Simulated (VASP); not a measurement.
Runs of VASP 6.6.1 on Au. The structure is cubic, space group Fm-3m (No. 225). Conventional cell: a = 4.117 Å, b = 4.117 Å, c = 4.117 Å, α = 90.00°, β = 90.00°, γ = 90.00°. Au (site symmetry m-3m) is surrounded by 12 Au at 2.91 Å. 

```tsv
task	level	cell	cutoff (eV)	gap on the mesh (eV)	pressure (GPa)	relaxed volume (Å³/atom)
relaxation of cell and atoms	PBEsol	relaxed	480	none	0.0	17.00
single point	PBEsol	as given	520	none	-4.2	-
relaxation of cell and atoms	PBE+D3(BJ)	relaxed	600	none	0.0	(a)
relaxation of cell and atoms	PBE	relaxed	600	none	0.0	17.95
relaxation of cell and atoms	PBEsol	relaxed	580	none	0.0	17.00
```

Alike in all rows: potentials or basis VASP PAW PBE potentials, release 64 (Au); no spin polarisation; k mesh 18 × 18 × 18; smearing gaussian 0.1 eV.

Estimate the missing entries.

(a) 17.25.

Caveats: the PAW data sets were made with another functional, which shifts forces and pressure a little (some runs); pairwise dispersion overbinds metals, which lowers pressure and volume (some runs).

A k mesh can miss the band edges, and the runs leave out spin-orbit coupling on Au.

A gap of «none» marks a metal or a gap under the smearing width.
